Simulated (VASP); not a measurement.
LiTi: work function with PBE

The system is LiTi, a sheet with vacuum.

```
CELL_PARAMETERS angstrom
3.63898 0.00000 0.00000
0.00000 3.63898 0.00000
0.00000 0.00000 23.80000
ATOMIC_POSITIONS crystal
Li 0.00000 0.00000 0.29412
Ti 0.50000 0.50000 0.29412
```

The cell was built by a generator and needn't be a form met in nature.

```
Program                : VASP 6.6.1
Task                   : work function
Functional             : PBE
Potentials or basis    : VASP PAW PBE potentials, release 64 (Li_sv, Ti_sv)
Cutoff                 : 520 eV
k mesh                 : 7 × 7 × 1
Occupations            : gaussian, width 0.05 eV
Spin                   : no spin polarisation
Dipole correction      : yes
Further INCAR settings : ALGO = Normal; EDIFF = 1e-07
```

```
Band gap on the k mesh          : none (metal or under the smearing width)
Work function of the upper face : 4.13 eV
Work function of the lower face : 4.13 eV
```

Levels at points of the mesh, in eV from the Fermi level:
```csv
k point,band 5,band 6,band 7,band 8,band 9,band 10
"(0.00, 0.00, 0.00)",-33.44,-3.14,-0.30,0.16,0.30,0.90
```

Run time: 39 s on 1 thread of Intel(R) Xeon(R) 6975P-C (Granite Rapids) (shared host), peak memory 0.36 GiB.
